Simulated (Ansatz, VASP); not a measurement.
# Cross-check of WS2 (Tungstenite) between VASP and Ansatz, part 2 of 2

One calculation is typed for both programs; each brings its own data sets. How far apart do they land? The cell is taken from a series of runs on this material, whose earlier steps may have relaxed, scaled, displaced or heated it; both programs get it as it stands.

VASP 6.6.1 and Ansatz 0.2.0.

So far: Set-up; VASP: single point, HSE06.

## Step 3: Ansatz: single point, HSE06

Level of this step: Ansatz beside VASP: Kohn-Sham DFT, plane waves, HSE06 (Ansatz).

Ansatz runs on its default PAW (the set named soft_2) files.

The same cell, functional and mesh now go to Ansatz.

Contents of input.yaml:

```yaml
crystal:
  lattice:
    - [3.1514244389, 0.0, 0.0]
    - [-1.5757122194, 2.7292136222, 0.0]
    - [0.0, 0.0, 12.0905251829]
  atoms:
    - { symbol: W, position: [0.3333333333, 0.6666666667, 0.25] }
    - { symbol: W, position: [0.6666666667, 0.3333333333, 0.75] }
    - { symbol: S, position: [0.3333333333, 0.6666666667, 0.6197379494] }
    - { symbol: S, position: [0.6666666667, 0.3333333333, 0.1197379494] }
    - { symbol: S, position: [0.3333333333, 0.6666666667, 0.8802620506] }
    - { symbol: S, position: [0.6666666667, 0.3333333333, 0.3802620506] }
kpoints:
  mp_grid: { grid: [6, 6, 2] }
  band_path:
    path:
      - [0.0, 0.0, 0.0]
      - [0.5, 0.0, 0.0]
      - [0.33333333, 0.33333333, 0.0]
      - [0.0, 0.0, 0.5]
      - [0.5, 0.0, 0.5]
      - [0.33333333, 0.33333333, 0.5]
      - [0.1666666667, 0.1666666667, 0.0]
    npoints: 1
hamiltonian:
  xc: hse06
scf:
  occupations: { method: fixed }
  n_extra_bands: 6
output:
  eigenvalues: true
basis:
  ecutwfc: 550.0
```

Launch:

```sh
ansatz run input.yaml --threads 2 --pin off --max-ram 92160MiB --backend cuda --devices 1 --max-vram 13GiB --events-out ev --progress --plain --runs-dir out
```

Numbers of over 12 decimals in the logs are rounded to 6 here.

The program printed:

```text
scf.n_extra_bands = 6 over 26 filled bands (N_el = 52.0): the run solves 32 bands
GPUs: using 1 of 1 available (devices: 1).
Engine: ansatz 0.2.0, x86_64-unknown-linux-gnu
Pseudopotentials: kind: paw
Pseudopotential: W, paw, valence charge 14, recommended cutoff 420 eV (normal), W.paw.azcp
Pseudopotential: S, paw, valence charge 6, recommended cutoff 420 eV (normal), S.paw.azcp
Functional definition: HSE06
  parameter a = 0.25
  parameter omega = 0.11/bohr
  exchange = pbe_x - a*pbe_x_sr(omega) + a*exact_x_sr(omega)
  correlation = pbe_c
davidson cushion auto → on  (no smearing: the cushion is to keep the highest requested band from converging to the state above it; pin scf.eigensolver.cushion to override)
device memory: the entry about to start is reckoned to put 1.3 GiB on a device that reports 65.3 GiB free (of which the cap on the GPU budget leaves the run 13.0 GiB)
GPU FFT provider: cuFFT
GPU libraries: cuBLAS 13.8.2, cuFFT 12.4.0, cuSOLVER 12.3.4
Crystal: 6 atoms, lattice volume = 103.990 Å³
Basis set: ecut = 550 eV, 2987 PW (Γ)
Bands: 32, of which v1, the nominal top of the filled ones, is band 26 counted from 1 (25 counted from 0)
Symmetry: 24 space group operations
Space group: P63/mmc (ITA 194), of the structure as read, at distance tolerance 4.7e-5 Å
k-points: 14 of 72
Non-local potential: W, projectors of the file, l = 0: 3, l = 1: 2, l = 2: 2, l = 3: 1
Non-local potential: S, projectors of the file, l = 0: 2, l = 1: 2, l = 2: 2
PAW form: soft (Blöchl's): semilocal exchange-correlation on the pseudo side does not see the compensation charge
PAW frozen core: W, regenerated for the run's functional, and the local potential with it (the file was generated under x = pbe(κ = 0.804, μ = 0.219515), c = pbe(β = 0.066725))
PAW frozen core: S, regenerated for the run's functional, and the local potential with it (the file was generated under x = pbe(κ = 0.804, μ = 0.219515), c = pbe(β = 0.066725))
PAW one-centre angular grid: W, 590 points (default); XC on 64 Gauss nodes
PAW one-centre angular grid: S, 110 points (default); XC on 64 Gauss nodes
Initial density: superposition of atomic densities (neutral atoms: chi_scale 0, normalization atom), corrected by the library's trained network
Initial wavefunctions: pseudopotential atomic-orbital guess
GPU buffer pool allocated for 60000 grid points (all kernels)
GPU transforms: local potential and band sums: pruned to the plane-wave sphere, on 25×25×96
Functional: x = pbe(κ = 0.804, μ = 0.219515), c = pbe(β = 0.066725), warm-up for x = pbe(κ = 0.804, μ = 0.219515) + 0.25 (exact − pbe) at short range (hse, ω = 0.207870 Å⁻¹), c = pbe(β = 0.066725); HSE06 as pw.x's `hse` composes it (authors' and Libxc's form: `xc: wpbeh`)
SCF iter   1: F=—  HF=-24382.675043 eV  |F-HF|=—  |Δ(HF+E_count)|=         —  Δρ=6.14e-3  dr2=2.74e-2  ethr=1.77e-3  ⟨swp⟩=6.1  Hψ=1957  notcnv=0
preconditioner: auto → none  [insulator: Δε(μ)=0.855 eV  Ē_g=8.523 eV  n_scr=26 (ndim 8)  ℏωp=21.8 eV  f_vac=0.011]
SCF iter   2: F=—  HF=-24382.688840 eV  |F-HF|=—  |Δ(HF+E_count)|=   1.38e-2  Δρ=4.85e-3  dr2=6.40e-2  ethr=5.28e-5  ⟨swp⟩=4.0  Hψ=1417  notcnv=0
SCF iter   3: F=—  HF=-24382.681373 eV  |F-HF|=—  |Δ(HF+E_count)|=   7.47e-3  Δρ=2.44e-3  dr2=7.54e-3  ethr=5.28e-5  ⟨swp⟩=3.9  Hψ=1210  notcnv=0
iter 4 solved again at ethr=9.63e-7 eV; its pass at ethr=1.45e-5 eV (dr2=5.01e-4 eV) is discarded
SCF iter   4: F=—  HF=-24382.682564 eV  |F-HF|=—  |Δ(HF+E_count)|=   1.19e-3  Δρ=7.84e-4  dr2=4.59e-4  ethr=9.63e-7  ⟨swp⟩=3.1  Hψ=2079  notcnv=0
SCF iter   5: F=-24382.682859 eV  HF=-24382.682852 eV  |F-HF|=7.68e-6  |Δ(HF+E_count)|=   2.88e-4  Δρ=1.02e-4  dr2=2.94e-6  ethr=8.84e-7  ⟨swp⟩=3.2  Hψ=1156  notcnv=0  defer=1
SCF 1 stopped early in 5 iterations: F = -24382.682859 eV  dr2 = 2.94e-6
  greatest PAW one-centre occupation: 0.999 electrons in one spin orbital (limit 2), on the W atom at site 1 (counted from 0), in its partial waves of l = 0
device memory: the entry about to start is reckoned to put 1.6 GiB (of the 1.7 GiB reckoned in all, the device holds 0.1 GiB already) on a device that reports 63.7 GiB free (of which the cap on the GPU budget leaves the run 12.9 GiB)
GPU FFT provider: cuFFT
GPU libraries: cuBLAS 13.8.2, cuFFT 12.4.0, cuSOLVER 12.3.4
Initial density: handed on by an earlier stage of this run
Initial wavefunctions: those handed on with the density
GPU buffer pool allocated for 60000 grid points (all kernels)
GPU transforms: local potential and band sums: pruned to the plane-wave sphere, on 25×25×96
Functional: x = pbe(κ = 0.804, μ = 0.219515) + 0.25 (exact − pbe) at short range (hse, ω = 0.207870 Å⁻¹), c = pbe(β = 0.066725); HSE06 as pw.x's `hse` composes it (authors' and Libxc's form: `xc: wpbeh`)
Exchange kernel: α = 0.2500, screened, ω = 0.2079 Å⁻¹, Wigner–Seitz truncation, v(0) = 1044.1947 eV·Å³, q-mesh 6×6×2, nearest image of the exchange supercell L = 18.91 Å, pair-density grid 15×15×60, without the augmentation charges, whose exchange is taken in its separable form by FFT convolution over the k-point mesh (sized by the pseudopotential files, 24×24×96 at the most), smooth part of the exact exchange by density-matrix convolution in up to 4.34 GiB of GPU memory as planned if the GPU has room (build and FFT work areas not counted)
Frozen-core exchange: fock
SCF iter   1: F=—  HF=-24386.811215 eV  |F-HF|=—  |Δ(HF+E_count)|=         —  Δρ=6.94e-3  dr2=8.71e-2  ethr=5.65e-8  ⟨swp⟩=7.8  Hψ=2836  notcnv=0
preconditioner: auto → none  [insulator: Δε(μ)=1.334 eV  Ē_g=9.942 eV  n_scr=26 (ndim 8)  ℏωp=21.8 eV  f_vac=0.009]
SCF iter   2: F=—  HF=-24386.808511 eV  |F-HF|=—  |Δ(HF+E_count)|=   2.70e-3  Δρ=5.55e-3  dr2=1.20e-1  ethr=5.65e-8  ⟨swp⟩=7.0  Hψ=2542  notcnv=0
SCF iter   3: F=—  HF=-24386.787623 eV  |F-HF|=—  |Δ(HF+E_count)|=   2.09e-2  Δρ=1.93e-3  dr2=5.26e-3  ethr=5.65e-8  ⟨swp⟩=6.4  Hψ=2299  notcnv=0
SCF iter   4: F=—  HF=-24386.799565 eV  |F-HF|=—  |Δ(HF+E_count)|=   1.19e-2  Δρ=1.28e-3  dr2=1.76e-3  ethr=5.65e-8  ⟨swp⟩=5.1  Hψ=1997  notcnv=0
SCF iter   5: F=—  HF=-24386.799094 eV  |F-HF|=—  |Δ(HF+E_count)|=   4.71e-4  Δρ=4.23e-4  dr2=1.18e-4  ethr=5.65e-8  ⟨swp⟩=4.9  Hψ=1738  notcnv=0
SCF iter   6: F=—  HF=-24386.799472 eV  |F-HF|=—  |Δ(HF+E_count)|=   3.79e-4  Δρ=1.57e-4  dr2=3.47e-5  ethr=5.65e-8  ⟨swp⟩=4.0  Hψ=1548  notcnv=0
SCF iter   7: F=-24386.799463 eV  HF=-24386.799463 eV  |F-HF|=9.41e-8  |Δ(HF+E_count)|=   9.28e-6  Δρ=1.57e-5  dr2=1.59e-6  ethr=5.65e-8  ⟨swp⟩=3.0  Hψ=1163  notcnv=0
SCF 2 stopped early in 7 iterations: F = -24386.799463 eV  dr2 = 1.59e-6
hybrid outer 1: dexx = +1.595e-2 eV, tail = 1.55e-5 eV
GPU FFT provider: cuFFT
GPU libraries: cuBLAS 13.8.2, cuFFT 12.4.0, cuSOLVER 12.3.4
GPU buffer pool allocated for 60000 grid points (all kernels)
GPU transforms: local potential and band sums: pruned to the plane-wave sphere, on 25×25×96
Exchange kernel: α = 0.2500, screened, ω = 0.2079 Å⁻¹, Wigner–Seitz truncation, v(0) = 1044.1947 eV·Å³, q-mesh 6×6×2, nearest image of the exchange supercell L = 18.91 Å, pair-density grid 15×15×60, without the augmentation charges, whose exchange is taken in its separable form by FFT convolution over the k-point mesh (sized by the pseudopotential files, 24×24×96 at the most), smooth part of the exact exchange by density-matrix convolution in up to 4.34 GiB of GPU memory as planned if the GPU has room (build and FFT work areas not counted)
Frozen-core exchange: fock
SCF iter   1: F=—  HF=-24386.799491 eV  |F-HF|=—  |Δ(HF+E_count)|=         —  Δρ=4.36e-5  dr2=8.95e-7  ethr=1.49e-7  ⟨swp⟩=3.0  Hψ=1189  notcnv=0
preconditioner: auto → none  [insulator: Δε(μ)=1.377 eV  Ē_g=9.885 eV  n_scr=26 (ndim 8)  ℏωp=21.8 eV  f_vac=0.010]
iter 2 solved again at ethr=1.46e-10 eV; its pass at ethr=1.57e-9 eV (dr2=7.59e-8 eV) is discarded
SCF iter   2: F=—  HF=-24386.799491 eV  |F-HF|=—  |Δ(HF+E_count)|=   3.35e-7  Δρ=1.59e-5  dr2=1.38e-7  ethr=1.46e-10  ⟨swp⟩=2.0  Hψ=2329  notcnv=0
SCF iter   3: F=-24386.799492 eV  HF=-24386.799492 eV  |F-HF|=1.60e-8  |Δ(HF+E_count)|=   7.14e-7  Δρ=5.51e-6  dr2=2.85e-8  ethr=1.46e-10  ⟨swp⟩=4.4  Hψ=1346  notcnv=0
SCF 3 converged in 3 iterations: F = -24386.799492 eV  dr2 = 2.85e-8
  greatest PAW one-centre occupation: 0.998 electrons in one spin orbital (limit 2), on the W atom at site 1 (counted from 0), in its partial waves of l = 0
hybrid outer 2: dexx = +1.059e-6 eV, tail = 6.63e-8 eV, Δε = 1.40e-3 eV (about 8.54e-5 eV left of the loop's levels)
device memory: the entry about to start is reckoned to put 0.7 GiB on a device that reports 51.8 GiB free (of which the cap on the GPU budget leaves the run 13.0 GiB)
NSCF: frozen V_eff on 7 k-points
hybrid SCF converged: 2 outer / 10 inner (+5 warm-up), last move |dexx| = 1.06e-6 eV, tail = 6.63e-8 eV
Stability not checked: this state was not tested for a lower state beside it, because the functional holds exact exchange (a hybrid, or Hartree-Fock), whose exchange loop this test does not read (fock_operator; see scf.lower_state_search)
Free energy (F): -24386.799492 eV
Frozen-core exchange: fock
Harris-Foulkes:  -24386.799492 eV  (|F-HF|=1.60e-8)
Internal energy: -24386.799492 eV  (E = F + TS)
E sigma→0 (E₀):  -24386.799492 eV
Fermi energy:    11.869331 eV
--- Per-component energies (eV) ---
  E_band       = -441.035352
  E_kinetic    = 1330.163378
  E_local      = -3309.562223  (includes V_loc(G=0)·N_el)
  E_nonlocal   = 115.954154
  E_hartree    = 1303.601543
  E_xc         = -738.552509
  E_vxc        = -662.755681  (∫ρ·V_xc dr)
  E_exx        = -126.769732  (= α·E_x^exact, valence–valence)
  E_paw        = -19587.514079  (= ΣΔE_a)
  E_vpaw       = -268.503324  (= ΣTr[D̂ρ^β])
  E_aug_tail   = -0.000039  (compensation charges beyond the density's cutoff)
  E_ewald      = -3367.900914
  E_core_change = -6.219070  (= ΣΔE_core)
  E_smearing   = -0.000000  (= −TS)
  E_closure    = -0.000000  (closes the sum)
  Σ components = -24386.799492   (vs F -24386.799492, Δ=7.28e-12)
--- Band table (eV; the first three rows and the last of 14) ---
  k-point 0: bands = [... 22 lower, 9.3801, 10.1758, 10.4198, 11.8693, 14.7551, 14.7551, 14.7965, 14.7965, ... 2 higher]
  k-point 1: bands = [... 22 lower, 9.3383, 9.3383, 11.5072, 11.5072, 14.7699, 14.7699, 14.7699, 14.7699, ... 2 higher]
  k-point 2: bands = [... 22 lower, 9.1371, 10.1204, 10.3746, 10.8574, 13.9575, 14.3589, 14.6585, 14.6961, ... 2 higher]
  k-point 13: bands = [... 22 lower, 8.1968, 8.1968, 11.1009, 11.1009, 13.5847, 13.5847, 15.0621, 15.0621, ... 2 higher]
```

Reading the cycles: dr2 is the Hartree energy of the density residual (eV), the measure of convergence; HF is the Harris–Foulkes estimate of the energy, which meets the free energy F at convergence.

## Step 4: Comparison

Known differences besides the potentials themselves: exact exchange at q = 0 is treated differently, which shows on coarse meshes; VASP keeps PBE cores, Ansatz makes them for the functional; fixed occupations in Ansatz, narrow Gaussian smearing in VASP; the data sets hold 52 valence electrons in Ansatz (on its default PAW (the set named soft_2) files) and 36 in VASP; the cutoff is 550 eV in Ansatz and 400 eV in VASP; VASP takes a coarser grid for exact exchange (PRECFOCK = Fast). Total energies have different zeros and are not compared.

The two programs side by side:

```csv
quantity,Ansatz,VASP,difference
gap on the k mesh (eV),1.377,1.417,-0.040
```

A gap on the mesh is an upper bound, since the band edges may lie between its points; neither run holds spin-orbit coupling, which can move the band edges of a compound of W.

## Step 5: Summary of results

| Property | Result |
| --- | --- |
| difference in gap on the k mesh (single point, HSE06) | -0.040 eV |

**Reading.** The difference in gap on the k mesh is -0.040 eV (single point, HSE06), within the 0.08 eV picked in this series as the mark of a large difference. The data sets hold unlike numbers of valence electrons (52 in Ansatz and 36 in VASP), so part of the differences comes from the potentials. How closely two codes agree says nothing of how well the functional describes the real material.

[Lines on the potential files, build, host, timing and source positions are cut from VASP's logs without a mark.]

[Logs are printed without paths, hosts, clocks, repeated set-up lines and the standing remarks that a program may print on its own settings, such as how far it seeks lower states.]

[Hosts, paths, dates, database ids (printed as entryN), source tags and the programs' standing remarks are cut or masked in the printed files.]
